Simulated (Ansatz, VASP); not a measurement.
# W2COF (W2COF MXene monolayer) in two plane-wave programs

One calculation is typed for both programs; each brings its own data sets. How far apart do they land? The cell is taken from a series of runs on this material, whose earlier steps may have relaxed, scaled, displaced or heated it; both programs get it as it stands.

Calculated with Ansatz 0.2.0; plane waves, with VASP 6.6.1 beside it; single point at PBE with D3(BJ).

**1. Set-up**

The cell holds 5 atoms: 1 F, 2 W, 1 C and 1 O. Its edges and angles: a = 3.146 Å, b = 3.146 Å, c = 22.665 Å, α = 90.0°, β = 90.0°, γ = 120.0°. Vacuum lies along c.

As a file:

```xyz
5
Lattice="3.1465 0.0000 0.0000 -1.5732 2.7249 0.0000 0.0000 0.0000 22.6655" Properties=species:S:1:pos:R:3
F     0.0000    1.8166    9.0000
W     1.5732    0.9083   10.4839
W     0.0000    1.8166   12.5853
C     0.0000    0.0000   11.3725
O     1.5732    0.9083   13.6655
```

**2. VASP: single point, PBE with D3(BJ)**

A single point gives forces, pressure and levels at one fixed geometry, so differences don't come from the geometry; what else differs is listed under the comparison.

Lines of VASP's logs that name or quote its potential files are left out, and so is its time.

INCAR reads:

```
SYSTEM = W2COF
PREC = Accurate
ENCUT = 520
EDIFF = 1E-06
NELM = 120
ISMEAR = -1
SIGMA = 0.02585
LREAL = .FALSE.
ALGO = Normal
GGA = PE
IVDW = 12
NBANDS = 20
LASPH = .TRUE.
LORBIT = 11
LWAVE = .FALSE.
LCHARG = .FALSE.
ISIF = 2
LDIPOL = .TRUE.
IDIPOL = 3
DIPOL = 0.5 0.5 0.504
LVHAR = .TRUE.
GGA_COMPAT = .FALSE.
NELMDL = -8
KPAR = 2
```

POSCAR reads:

```
W2COF
1.0
    3.1464639514      0.0000000000      0.0000000000
   -1.5732319757      2.7249177140      0.0000000000
    0.0000000000      0.0000000000     22.6654902832
F W C O
1 2 1 1
Direct
    0.3333333333      0.6666666667      0.3970794317
    0.6666666667      0.3333333333      0.4625487382
    0.3333333333      0.6666666667      0.5552638101
    0.0000000000      0.0000000000      0.5017541719
    0.6666666667      0.3333333333      0.6029205683
```

KPOINTS reads:

```
Automatic mesh
0
Gamma
18 18 1
0 0 0
```

Potentials, in the order of the species: F, W, C and O (PBE family, release 64).

Started as:

```bash
$ mpirun -np 2 vasp_std
```

Numbers of over 12 decimals in the logs are rounded to 6 here.

The program printed:

```text
[banner, memory and clock lines left out]
running    2 mpi-ranks, on    1 nodes
 distrk:  each k-point on    1 cores,    2 groups
 distr:  one band on    1 cores,    1 groups

 POSCAR found type information on POSCAR F W C O
 POSCAR found :  4 types and       5 ions
 LDA part: xc-table for (Slater+PW92), standard interpolation
 POSCAR, INCAR and KPOINTS ok, starting setup
 FFT: planning ... GRIDC
 FFT: planning ... GRID_SOFT
 FFT: planning ... GRID
 WAVECAR not read
 entering main loop
       N       E                     dE             d eps       ncg     rms          rms(c)
DAV:   1     0.250882646529E+03    0.25088E+03   -0.11872E+04  1480   0.114E+03
DAV:   2    -0.222669340103E+02   -0.27315E+03   -0.26401E+03  2244   0.290E+02
DAV:   3    -0.531401602666E+02   -0.30873E+02   -0.30186E+02  1776   0.109E+02
DAV:   4    -0.541291766808E+02   -0.98902E+00   -0.98208E+00  2204   0.205E+01
DAV:   5    -0.541447277240E+02   -0.15551E-01   -0.15521E-01  2048   0.229E+00
DAV:   6    -0.541451848678E+02   -0.45714E-03   -0.45697E-03  2140   0.357E-01
DAV:   7    -0.541452051766E+02   -0.20309E-04   -0.20308E-04  2004   0.643E-02
DAV:   8    -0.541452062029E+02   -0.10263E-05   -0.10262E-05  2140   0.140E-02    0.467E+01
DAV:   9    -0.466977893129E+02    0.74474E+01   -0.41159E+01  1932   0.383E+01    0.168E+01
DAV:  10    -0.465377484525E+02    0.16004E+00   -0.45344E+00  1808   0.175E+01    0.931E+00
DAV:  11    -0.463484029958E+02    0.18935E+00   -0.12823E+00  2312   0.113E+01    0.168E+00
DAV:  12    -0.464776857708E+02   -0.12928E+00   -0.11303E+00  2184   0.800E+00    0.262E+00
DAV:  13    -0.463124069881E+02    0.16528E+00   -0.69749E-01  2156   0.533E+00    0.421E-01
DAV:  14    -0.463122117356E+02    0.19525E-03   -0.17360E-02  1712   0.973E-01    0.253E-01
[...]
DAV:  21    -0.463119960805E+02   -0.34250E-04   -0.64669E-06  1616   0.120E-02    0.691E-03
DAV:  22    -0.463120185523E+02   -0.22472E-04   -0.32243E-06  1568   0.751E-03    0.702E-03
DAV:  23    -0.463120254409E+02   -0.68886E-05   -0.10671E-06   964   0.740E-03    0.250E-03
DAV:  24    -0.463120330027E+02   -0.75618E-05   -0.40664E-07  1072   0.427E-03    0.211E-03
DAV:  25    -0.463120366240E+02   -0.36213E-05   -0.33522E-07  1080   0.339E-03    0.242E-03
DAV:  26    -0.463120383290E+02   -0.17050E-05   -0.18492E-07   868   0.342E-03    0.615E-04
DAV:  27    -0.463120394437E+02   -0.11148E-05   -0.16817E-07   904   0.245E-03    0.111E-03
DAV:  28    -0.463120395658E+02   -0.12208E-06   -0.31059E-08   740   0.141E-03
   1 F= -.47410072E+02 E0= -.47408076E+02  d E =-.399042E-02
```

OUTCAR, selected parts (step 2):

```text
ion  position               nearest neighbor table
   1  0.333  0.667  0.397-   2 2.35   2 2.35   2 2.35
   2  0.667  0.333  0.463-   4 2.02   4 2.02   4 2.02   1 2.35   1 2.35   1 2.35   3 2.78   3 2.78
                             3 2.78
   3  0.333  0.667  0.555-   5 2.11   5 2.11   5 2.11   4 2.18   4 2.18   4 2.18   2 2.78   2 2.78
                             2 2.78
   4  0.000  0.000  0.502-   2 2.02   2 2.02   2 2.02   3 2.18   3 2.18   3 2.18
   5  0.667  0.333  0.603-   3 2.11   3 2.11   3 2.11

  LATTYP: Found a hexagonal cell.
 ALAT       =     3.1464639514
 C/A-ratio  =     7.2034800440

 Subroutine GETGRP returns: Found  6 space group operations
 (whereof  6 operations were pure point group operations)

The static configuration has the point symmetry C_3v.

 Found     37 irreducible k-points:

   k-points           NKPTS =     37   k-points in BZ     NKDIM =     37   number of bands    NBANDS=     20

   dimension x,y,z NGX =    24 NGY =   24 NGZ =  180
   dimension x,y,z NGXF=    48 NGYF=   48 NGZF=  360

   ENCUT  =  520.0 eV  38.22 Ry    6.18 a.u.   5.85  5.85 42.14*2*pi/ulx,y,z

   NELECT =      29.0000    total number of electrons

 k-points in reciprocal lattice and weights: Automatic mesh
   0.00000000  0.00000000  0.00000000       0.003
   0.05555556 -0.00000000  0.00000000       0.019
   0.11111111 -0.00000000  0.00000000       0.019
   0.16666667 -0.00000000  0.00000000       0.019
   0.22222222  0.00000000  0.00000000       0.019
   0.27777778 -0.00000000  0.00000000       0.019
   0.33333333  0.00000000  0.00000000       0.019
   0.38888889 -0.00000000  0.00000000       0.019
   0.44444444  0.00000000  0.00000000       0.019
[...]
0.33333333  0.27777778  0.00000000       0.037
   0.33333333  0.33333333  0.00000000       0.006

 dipolmoment           0.000000      0.000000      0.011217 electrons x Angstroem

 average (electrostatic) potential at core
       1 -82.9984       2 -48.5116       3 -49.2910       4 -57.7473       5 -78.4858

 E-fermi :  -1.8041

 k-point     1 :       0.0000    0.0000    0.0000
  band No.  band energies     occupation
    ...
     11      -6.2706      2.00000
     12      -5.9230      2.00000
     13      -4.4439      2.00000
     14      -4.4439      2.00000
     15      -2.4538      2.00000
     16      -1.0032      0.00000
     17      -0.6702      0.00000
     18      -0.6702      0.00000
     19      -0.1566      0.00000
     20      -0.1566      0.00000

 k-point     2 :       0.0556   -0.0000    0.0000
  band No.  band energies     occupation
    ...
     11      -6.3299      2.00000
     12      -5.8139      2.00000
     13      -4.4536      2.00000
     14      -4.3709      2.00000
     15      -2.4727      2.00000
     16      -1.0038      0.00000
     17      -0.6319      0.00000
     18      -0.5543      0.00000
     19      -0.2253      0.00000
     20      -0.1265      0.00000

 k-point     3 :       0.1111   -0.0000    0.0000
  band No.  band energies     occupation
    ...
     11      -6.4718      2.00000
     12      -5.7194      2.00000
     13      -4.4801      2.00000
     14      -4.1689      2.00000
     15      -2.5437      2.00000
     16      -0.9330      0.00000
     17      -0.5552      0.00000
     18      -0.3545      0.00000
     19      -0.2719      0.00000
     20      -0.0113      0.00000

 Edisp (eV)   -1.09803

  Total      -0.00699    -0.00699    -0.20264     0.00000    -0.00000     0.00000
  in kB      -0.05762    -0.05762    -1.67065     0.00000    -0.00000     0.00000
  external pressure =       -0.60 kB  Pullay stress =        0.00 kB

  energy-cutoff  :      520.00
  volume of cell :      194.33
      direct lattice vectors                 reciprocal lattice vectors
     3.146463951  0.000000000  0.000000000     0.317817085  0.183491779  0.000000000
    -1.573231976  2.724917714  0.000000000     0.000000000  0.366983559  0.000000000
     0.000000000  0.000000000 22.665490283     0.000000000  0.000000000  0.044119937

 POSITION                                       TOTAL-FORCE (eV/Angst)
 -----------------------------------------------------------------------------------
     -0.00000      1.81661      9.00000         0.000000      0.000000      0.030524
      1.57323      0.90831     10.48389         0.000000     -0.000000     -0.038534
     -0.00000      1.81661     12.58533         0.000000      0.000000     -0.100151
      0.00000      0.00000     11.37250         0.000000      0.000000      0.086590
      1.57323      0.90831     13.66549        -0.000000      0.000000      0.021572
 -----------------------------------------------------------------------------------
    total drift:                                0.000000      0.000000      0.000311

  FREE ENERGIE OF THE ION-ELECTRON SYSTEM (eV)
  ---------------------------------------------------
  free  energy   TOTEN  =       -47.4100715384 eV

  energy  without entropy=      -47.4060811228  energy(sigma->0) =      -47.40807633

 vacuum level on the upper side and lower side of the slab         3.680         3.444

 total charge
# of ion       s       p       d       tot
------------------------------------------
    1        1.742   4.310   0.000   6.052
    2        0.582   0.674   4.474   5.730
    3        0.554   0.739   4.203   5.496
    4        0.873   1.665   0.000   2.538
    5        1.568   3.413   0.000   4.980
--------------------------------------------------
tot          5.318  10.801   8.677  24.796

[... 3 further parts left out ...]
```

This run has no spin polarisation, so a moment on W, if there is one, isn't seen. Its electron count is odd, so without a moment it is a metal by construction. The data set W keeps the semicore shell frozen, which is cheaper and a little less accurate.

**3. Ansatz: single point, PBE with D3(BJ)**

Ansatz runs on its default PAW (the set named soft_2) files.

The same cell, functional, mesh and smearing now go to Ansatz, which takes its cutoff from its data sets.

input.yaml reads:

```yaml
crystal:
  lattice:
    - [3.1464639514, 0.0, 0.0]
    - [-1.5732319757, 2.724917714, 0.0]
    - [0.0, 0.0, 22.6654902832]
  atoms:
    - { symbol: F, position: [0.3333333333, 0.6666666667, 0.3970794317] }
    - { symbol: W, position: [0.6666666667, 0.3333333333, 0.4625487382] }
    - { symbol: C, position: [0.0, 0.0, 0.5017541719] }
    - { symbol: W, position: [0.3333333333, 0.6666666667, 0.5552638101] }
    - { symbol: O, position: [0.6666666667, 0.3333333333, 0.6029205683] }
kpoints:
  mp_grid: { grid: [18, 18, 1] }
  band_path:
    path: [[0, 0, 0], [0.5, 0, 0], [0.33333333, 0.33333333, 0], [0, 0, 0]]
    npoints: 16
hamiltonian:
  xc: pbe
  dispersion: d3bj
scf:
  occupations: { method: fermi_dirac, width: 0.02585 }
  convergence: { dr2_threshold: 1.0e-10 }
efield:
  axis: 3
  dipole_correction: true
  ramp_position: 0.97
  ramp_width: 0.06
  amplitude: 0
output:
  dos: { projected: true, e_range: [-6, 5] }
  write_potential: true
  write_density: true
  volumetric_format: npy
  elf: true
```

Started as:

```bash
$ ansatz run input.yaml --threads 2 --pin off --max-ram 3072MiB --backend cpu --events-out ev --progress --plain --runs-dir out
```

The program printed:

```text
Engine: ansatz 0.2.0, x86_64-unknown-linux-gnu
Pseudopotentials: kind: paw
Pseudopotential: F, paw, valence charge 7, recommended cutoff 420 eV (normal), F.paw.azcp
Pseudopotential: W, paw, valence charge 14, recommended cutoff 420 eV (normal), W.paw.azcp
Pseudopotential: C, paw, valence charge 4, recommended cutoff 420 eV (normal), C.paw.azcp
Pseudopotential: O, paw, valence charge 6, recommended cutoff 420 eV (normal), O.paw.azcp
Functional definition: PBE
  parameter kappa = 0.804
  parameter beta = 0.066725
  exchange = pbe_x(kappa = kappa, mu = beta*pi^2/3)
  correlation = pbe_c(beta = beta)
Crystal: 5 atoms, lattice volume = 194.331 Å³
Basis set: ecut = 420 eV, 3759 PW (Γ)
Bands: 28, of which v1, the nominal top of the filled ones, is band 23 counted from 1 (22 counted from 0)
Symmetry: 6 space group operations
Space group: P3m1 (ITA 156), of the structure as read, at distance tolerance 5.8e-5 Å
k-points: 37 of 324 (time reversal used)
Non-local potential: F, projectors of the file, l = 0: 2, l = 1: 2, l = 2: 1
Non-local potential: W, projectors of the file, l = 0: 3, l = 1: 2, l = 2: 2, l = 3: 1
Non-local potential: C, projectors of the file, l = 0: 2, l = 1: 2, l = 2: 1
Non-local potential: O, projectors of the file, l = 0: 2, l = 1: 2, l = 2: 1
PAW form: soft (Blöchl's): semilocal exchange-correlation on the pseudo side does not see the compensation charge
PAW one-centre angular grid: F, 110 points (default); XC on 64 Gauss nodes
PAW one-centre angular grid: W, 590 points (default); XC on 64 Gauss nodes
PAW one-centre angular grid: C, 110 points (default); XC on 64 Gauss nodes
PAW one-centre angular grid: O, 110 points (default); XC on 64 Gauss nodes
Initial density: superposition of atomic densities (neutral atoms: chi_scale 0, normalization atom), corrected by the library's trained network
Initial wavefunctions: pseudopotential atomic-orbital guess
Functional: x = pbe(κ = 0.804, μ = 0.219515), c = pbe(β = 0.066725)
SCF iter   1: F=—  HF=-22396.558937 eV  |F-HF|=—  |Δ(HF+E_count)|=         —  Δρ=6.40e-3  dr2=1.72e-1  ethr=1.77e-3  p=-0.018 e·Å  D=-1.66e-2 V/Å  ΔV_dip=0.38 eV  dr2_dipole=2.02e-2  V_vac-E_F(+/−)=5.99/5.61 eV  ⟨swp⟩=10.3  Hψ=6348  notcnv=0
efield: sawtooth ramp at fractional position 0.9700 (set: `efield.ramp_position`, or a place that a band, a saddle search or an elastic batch's reference lends), width 0.0600; the density the first Hamiltonian is built on has a dipole p = -0.018 e·Å; the dipole correction subtracts the counter field D = -1.66e-2 V/Å, which shifts the + side's vacuum level by +0.38 eV against the − side's; the planar-averaged density in the ramp window peaks in size at 1.2e-5 e/Å³
preconditioner: auto → LDOS  [insulator: Δε(μ)=0.092 eV  Ē_g=10.136 eV  σ=0.026 eV  W_gap=0.52  n_scr=14 (ndim 8)  ℏωp=14.3 eV  f_vac=0.689  D(μ)=2.03/eV (n_scr^D=8)  ε∞_Penn≈3.0  β→1.0]
SCF iter   2: F=—  HF=-22396.559946 eV  |F-HF|=—  |Δ(HF+E_count)|=   1.01e-3  Δρ=3.77e-3  dr2=9.46e-2  ethr=3.81e-4  p=0.004 e·Å  D=3.30e-3 V/Å  ΔV_dip=-0.07 eV  dr2_dipole=1.68e-2  V_vac-E_F(+/−)=5.05/5.13 eV  ⟨swp⟩=3.0  Hψ=2043  notcnv=0  defer=37
SCF iter   3: F=—  HF=-22396.549942 eV  |F-HF|=—  |Δ(HF+E_count)|=   1.00e-2  Δρ=1.44e-3  dr2=1.07e-2  ethr=2.10e-4  p=-0.014 e·Å  D=-1.32e-2 V/Å  ΔV_dip=0.30 eV  dr2_dipole=1.47e-3  V_vac-E_F(+/−)=5.50/5.20 eV  ⟨swp⟩=2.7  Hψ=1632  notcnv=0  defer=37
SCF iter   4: F=—  HF=-22396.548857 eV  |F-HF|=—  |Δ(HF+E_count)|=   1.08e-3  Δρ=5.42e-4  dr2=5.00e-4  ethr=2.38e-5  p=-0.010 e·Å  D=-9.34e-3 V/Å  ΔV_dip=0.21 eV  dr2_dipole=6.24e-6  V_vac-E_F(+/−)=5.39/5.18 eV  ⟨swp⟩=2.2  Hψ=1664  notcnv=0  defer=37
SCF iter   5: F=—  HF=-22396.548770 eV  |F-HF|=—  |Δ(HF+E_count)|=   8.78e-5  Δρ=9.83e-5  dr2=1.47e-5  ethr=1.11e-6  p=-0.010 e·Å  D=-9.37e-3 V/Å  ΔV_dip=0.21 eV  dr2_dipole=9.45e-8  V_vac-E_F(+/−)=5.38/5.17 eV  ⟨swp⟩=3.1  Hψ=1785  notcnv=0  defer=37
SCF iter   6: F=—  HF=-22396.548792 eV  |F-HF|=—  |Δ(HF+E_count)|=   2.29e-5  Δρ=3.03e-5  dr2=1.66e-6  ethr=3.26e-8  p=-0.010 e·Å  D=-9.49e-3 V/Å  ΔV_dip=0.22 eV  dr2_dipole=3.51e-8  V_vac-E_F(+/−)=5.38/5.16 eV  ⟨swp⟩=2.3  Hψ=1888  notcnv=0  defer=37
SCF iter   7: F=—  HF=-22396.548693 eV  |F-HF|=—  |Δ(HF+E_count)|=   9.93e-5  Δρ=9.16e-6  dr2=2.09e-7  ethr=3.68e-9  p=-0.010 e·Å  D=-9.50e-3 V/Å  ΔV_dip=0.22 eV  dr2_dipole=5.17e-9  V_vac-E_F(+/−)=5.37/5.16 eV  ⟨swp⟩=2.7  Hψ=1993  notcnv=0  defer=37
SCF iter   8: F=—  HF=-22396.548693 eV  |F-HF|=—  |Δ(HF+E_count)|=   1.85e-7  Δρ=2.03e-6  dr2=9.06e-9  ethr=4.65e-10  p=-0.010 e·Å  D=-9.52e-3 V/Å  ΔV_dip=0.22 eV  dr2_dipole=6.33e-10  V_vac-E_F(+/−)=5.37/5.16 eV  ⟨swp⟩=2.5  Hψ=1749  notcnv=0  defer=37
SCF iter   9: F=—  HF=-22396.548693 eV  |F-HF|=—  |Δ(HF+E_count)|=   1.04e-8  Δρ=4.44e-7  dr2=3.24e-10  ethr=2.01e-11  p=-0.010 e·Å  D=-9.52e-3 V/Å  ΔV_dip=0.22 eV  dr2_dipole=9.30e-12  V_vac-E_F(+/−)=5.38/5.16 eV  ⟨swp⟩=2.1  Hψ=1777  notcnv=0  defer=37
SCF iter  10: F=-22396.548693 eV  HF=-22396.548693 eV  |F-HF|=1.46e-11  |Δ(HF+E_count)|=  5.86e-10  Δρ=1.60e-7  dr2=5.87e-11  ethr=1.00e-12  p=-0.010 e·Å  D=-9.52e-3 V/Å  ΔV_dip=0.22 eV  dr2_dipole=3.91e-12  V_vac-E_F(+/−)=5.38/5.16 eV  ⟨swp⟩=11.4  Hψ=3740  notcnv=0
SCF 1 converged in 10 iterations: F = -22396.548693 eV  dr2 = 5.87e-11
  greatest PAW one-centre occupation: 1.000 electrons in one spin orbital (limit 2), on the W atom at site 3 (counted from 0), in its partial waves of l = 0
NSCF: frozen V_eff on 49 k-points
efield: sawtooth ramp at fractional position 0.9700 (kept from the solve that this one continues, or follows in the run), width 0.0600; the density the first Hamiltonian is built on has a dipole p = -0.010 e·Å; the dipole correction subtracts the counter field D = -9.52e-3 V/Å, which shifts the + side's vacuum level by +0.22 eV against the − side's; the planar-averaged density in the ramp window peaks in size at 1.9e-6 e/Å³
WARN: The output density's exchange-correlation potential varies sharply where the density is thin. Do not read a vacuum level from v_tot or v_xc, or from such a field of the output density. On a cell that repeats whose density bears no net charge and no dipole along the vacuum's axis use v_es (v_loc + v_h of the components); under efield.dipole_correction with no amplitude use v_es + v_field, which holds any externa [...]
SCF converged after 10 iterations
Free energy (F): -22396.548693 eV
Harris-Foulkes:  -22396.548693 eV  (|F-HF|=1.46e-11)
Internal energy: -22396.544720 eV  (E = F + TS)
E sigma→0 (E₀):  -22396.546707 eV
Entropy (-TS):   -0.003973 eV (-0.795 meV/atom)
Fermi energy:    1.051078 eV
Dipole field:    D = -0.009516 V/Å  (p = -0.010220 e·Å, saw-weighted, corrected)
Work function:   Φ+ = 5.3750 eV   Φ− = 5.1593 eV
Levels:          The Fermi level and band energies are counted from a zero that moves with the ramp; work functions are not
--- Per-component energies (eV) ---
  E_band       = -969.289735
  E_kinetic    = 1375.894927
  E_local      = -48864.886328  (includes V_loc(G=0)·N_el)
  E_nonlocal   = 150.002894
  E_hartree    = 23731.016320
  E_xc         = -736.007760
  E_vxc        = -734.211460  (∫ρ·V_xc dr)
  E_paw        = -17582.498766  (= ΣΔE_a)
  E_vpaw       = -358.160011  (= ΣTr[D̂ρ^β])
  E_aug_tail   = 0.004413  (compensation charges beyond the density's cutoff)
  E_efield     = 0.000049  (sawtooth field / dipole correction)
  E_vefield    = 0.033199  (∫n·V_field dr)
  E_ewald      = 19531.027678
  E_disp       = -1.098148  (pairwise vdW)
  E_smearing   = -0.003973  (= −TS)
  E_closure    = 0.000000  (closes the sum)
  Σ components = -22396.548693   (vs F -22396.548693, Δ=0.00e0)
--- Band table (eV; the first three rows and the last of 37) ---
  k-point 0: bands = [... 19 lower, -3.1438, -1.5920, -1.5920, 0.3792, 1.8196, 2.1909, 2.1909, 2.6927, ... 1 higher]
  k-point 1: bands = [... 19 lower, -3.0357, -1.6053, -1.5203, 0.3608, 1.8296, 2.2297, 2.2954, 2.6221, ... 1 higher]
  k-point 2: bands = [... 19 lower, -2.9384, -1.6424, -1.3207, 0.2916, 1.9115, 2.3072, 2.4896, 2.5662, ... 1 higher]
  k-point 36: bands = [... 19 lower, -3.8652, -0.4958, -0.3941, 0.0639, 1.9839, 3.2307, 3.2316, 4.7345, ... 1 higher]
```

Reading the cycles: dr2 is the Hartree energy of the density residual (eV), the measure of convergence; HF is the Harris–Foulkes estimate of the energy, which meets the free energy F at convergence.

**4. Differences**

Known differences besides the potentials themselves: the data sets hold 45 valence electrons in Ansatz (on its default PAW (the set named soft_2) files) and 29 in VASP; the cutoff is 420 eV in Ansatz and 520 eV in VASP. Total energies have different zeros and are not compared.

Compared:

| quantity | Ansatz | VASP | difference |
| --- | --- | --- | --- |
| work function, lower of the two faces (eV) | 5.16 | 5.25 | -0.09 |
| work function, higher of the two faces (eV) | 5.38 | 5.48 | -0.11 |

With vacuum in the cell, a pressure given here is an average over mostly empty space and none of the material.

**5. Results**

- difference in work function, higher of the two faces (single point, PBE with D3(BJ)): -0.11 eV

What this shows: The difference in work function, higher of the two faces is -0.11 eV (single point, PBE with D3(BJ)). The data sets hold unlike numbers of valence electrons (45 in Ansatz and 29 in VASP), so part of the differences comes from the potentials. Such differences can come from data sets, numerical settings and the points named under the comparisons, not from the functional's error against experiment.

[Lines on the potential files, build, host, timing and source positions are cut from VASP's logs without a mark.]

[Logs are printed without paths, hosts, clocks, repeated set-up lines and the standing remarks that a program may print on its own settings, such as how far it seeks lower states.]

[Hosts, paths, dates, database ids (printed as entryN), source tags and the programs' standing remarks are cut or masked in the printed files.]
